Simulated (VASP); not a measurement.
# InSb: input slips in a phonon run and what they do, part 2 of 2

Aim: see how common mistakes in a phonon run show up, on InSb. The starting structure is a measured crystal structure from the Crystallography Open Database.

VASP 6.6.1.

Results so far: reference T2 177.2 cm⁻¹; finite displacements, else as the reference T2 177.2 cm⁻¹; a loose electronic threshold T2 181.1 cm⁻¹; a structure that was not relaxed T2 174.7 cm⁻¹.

### 6. Modes with a displacement typed far too large

Level of this step: LDA; plane waves and PAW (Sb, In_d) (VASP).

A slip made on purpose: a displacement typed far too large. Against step 2 the input has IBRION = 6, NFREE = 2 and POTIM = 0.25 (also changed: NELM and NSW).

The input, INCAR:

```
SYSTEM = InSb
PREC = Accurate
ENCUT = 450
EDIFF = 1E-08
NELM = 60
ISMEAR = 1
SIGMA = 0.15
LREAL = .FALSE.
ALGO = Normal
GGA = CA
NBANDS = 15
LORBIT = 11
LWAVE = .FALSE.
LCHARG = .FALSE.
KPAR = 2
IBRION = 6
NFREE = 2
POTIM = 0.25
NSW = 1
ISIF = 2
```

The input, POSCAR:

```
InSb
1.0
    0.0000000000      3.2276160253      3.2276160253
    3.2276160253      0.0000000000      3.2276160253
    3.2276160253      3.2276160253      0.0000000000
Sb In
1 1
Direct
    0.7500000000      0.7500000000      0.7500000000
    0.0000000000      0.0000000000      0.0000000000
```

The input, KPOINTS:

```
Automatic mesh
0
Gamma
10 10 10
0 0 0
```

Potentials, in the order of the species: Sb and In_d (LDA family, release 64).

Started as:

```sh
> mpirun -np 2 vasp_std
```

What it wrote:

```text
[... set-up lines as in an earlier step ...]
 entering main loop
       N       E                     dE             d eps       ncg     rms          rms(c)
[... 14 cycles as in an earlier step ...]
   1 F= -.82157263E+01 E0= -.82158256E+01  d E =0.297856E-03
[...]
2 F= -.82149603E+01 E0= -.82150582E+01  d E =0.293922E-03
[...]
3 F= -.82149603E+01 E0= -.82150582E+01  d E =0.293923E-03
[...]
4 F= -.82149548E+01 E0= -.82150528E+01  d E =0.293924E-03
[...]
5 F= -.82149548E+01 E0= -.82150528E+01  d E =0.293926E-03
 Finite differences progress:
  Degree of freedom:   2/  2
  Displacement:        2/  2
  Total:               4/  4
```

The job ended after 3.6 min (2 MPI ranks of AMD EPYC 7R43, shared host; peak memory 0.6 GiB).

From OUTCAR (step 6):

```text
[... 6 parts as in an earlier step ...]

[... 1 further part left out ...]
[key lines of the parts left out:]
E-fermi :   5.0056
```

With a displacement typed far too large the mode is T2 177.2 cm⁻¹, as with finite displacements, else as the reference.

### 7. Modes with perturbation theory asked for with a meta-GGA

A slip made on purpose: perturbation theory asked for with a meta-GGA. Against step 2 the input has METAGGA = R2SCAN, LASPH = .TRUE. and no GGA (also changed: NELM).

INCAR, as its differences from that of step 6:

```diff
@@ -9,3 +9,2 @@
 ALGO = Normal
-GGA = CA
 NBANDS = 15
@@ -15,6 +14,5 @@
 KPAR = 2
-IBRION = 6
-NFREE = 2
-POTIM = 0.25
-NSW = 1
+IBRION = 8
 ISIF = 2
+METAGGA = R2SCAN
+LASPH = .TRUE.
```

POSCAR is that of step 6.

KPOINTS is that of step 6.

Started as:

```sh
> mpirun -np 2 vasp_std
```

What it wrote:

```text
[banner, memory and clock lines left out]
running    2 mpi-ranks, on    1 nodes
[...]
|                                                                             |
|               ----> ADVICE to this user running VASP <----                  |
|                                                                             |
|     You enforced a specific xc type in the INCAR file but a different       |
|     [... a line on the potential file left out ...]
|     I HOPE YOU KNOW WHAT YOU ARE DOING!                                     |
|                                                                             |

 LDA part: xc-table for (None), standard interpolation
 POSCAR, INCAR and KPOINTS ok, starting setup
[...]
entering main loop
       N       E                     dE             d eps       ncg     rms          rms(c)
DAV:   1    -0.672533940243E+03   -0.67253E+03   -0.75808E+03  1410   0.112E+03
DAV:   2    -0.786595716147E+03   -0.11406E+03   -0.11115E+03  1578   0.280E+02
[...]
1 F= -.79071501E+03 E0= -.79071515E+03  d E =0.422574E-03
|                                                                             |
|     EEEEEEE  RRRRRR   RRRRRR   OOOOOOO  RRRRRR      ###     ###     ###     |
|     E        R     R  R     R  O     O  R     R     ###     ###     ###     |
|     E        R     R  R     R  O     O  R     R     ###     ###     ###     |
|     EEEEE    RRRRRR   RRRRRR   O     O  RRRRRR       #       #       #      |
|     E        R   R    R   R    O     O  R   R                               |
|     E        R    R   R    R   O     O  R    R      ###     ###     ###     |
|     EEEEEEE  R     R  R     R  OOOOOOO  R     R     ###     ###     ###     |
|                                                                             |
|     You have switched on METAGGA and linear-response routines. This         |
|     combination is currently not supported. If you have selected            |
|     LEPSILON=.TRUE., you can try using LCALCEPS=.TRUE. instead. In all      |
|     other cases, VASP will stop. SOOO sorry...                              |
|                                                                             |
|       ---->  I REFUSE TO CONTINUE WITH THIS SICK JOB ... BYE!!! <----       |
|                                                                             |

1
1
```

Wall time 2.3 min (2 MPI ranks).

VASP stopped with this message: “You have switched on METAGGA and linear-response routines. This combination is currently not supported. If you have selected LEPSILON=.TRUE., you can try using LCALCEPS=.TRUE. instead”.

### 8. Comparison

```tsv
run	ended	T2	method	core minutes
reference	converged	177.2	perturbation theory	8.0
finite displacements, else as the reference	converged	177.2	finite displacements	6.54
a loose electronic threshold	converged	181.1	finite displacements	2.73
a structure that was not relaxed	converged	174.7	perturbation theory	8.44
a displacement typed far too large	converged	177.2	finite displacements	7.17
perturbation theory asked for with a meta-GGA	stopped by VASP	-	perturbation theory	4.67
```

Modes are in cm⁻¹, degenerate ones as one, matched between runs by symmetry and order. A number in brackets counts the listed modes of one symmetry from the lowest. The symmetry labels come from an automatic analysis and can be wrong where levels nearly coincide. Core minutes are wall time times ranks of the run shown, on a shared host.

### 9. Summary of results

```yaml
t2_reference: 177.2 cm⁻¹
t2_finite_displacements_else_as_the_reference: 177.2 cm⁻¹
t2_a_loose_electronic_threshold: 181.1 cm⁻¹
t2_a_structure_that_was_not_relaxed: 174.7 cm⁻¹
t2_a_displacement_typed_far_too_large: 177.2 cm⁻¹
run_with_perturbation_theory_asked_for_with_a_meta_gga: stopped by VASP
```

VASP stopped by itself in the run with perturbation theory asked for with a meta-GGA. Finished, but with signs in the output that stand out against the reference: a loose electronic threshold, with modes off by up to +3.9 cm⁻¹, in T2 (signs: a pressure of -0.1 GPa on the undisplaced cell and a translation at -3 cm⁻¹ instead of zero); a structure that was not relaxed, with modes off by up to -2.5 cm⁻¹, in T2 (signs: a pressure of -0.5 GPa on the undisplaced cell). The displacement typed far too large never took effect: VASP put its default in its place. Runs with finite displacements are held against the sound run of that kind. Further runs on this material are not shown.

[Lines on the potential files, build, host, timing and source positions are cut from VASP's logs without a mark.]

[Logs are printed without paths, hosts, clocks, repeated set-up lines and the standing remarks that a program may print on its own settings, such as how far it seeks lower states.]

[Hosts, paths, dates, database ids (printed as entryN), source tags and the programs' standing remarks are cut or masked in the printed files.]
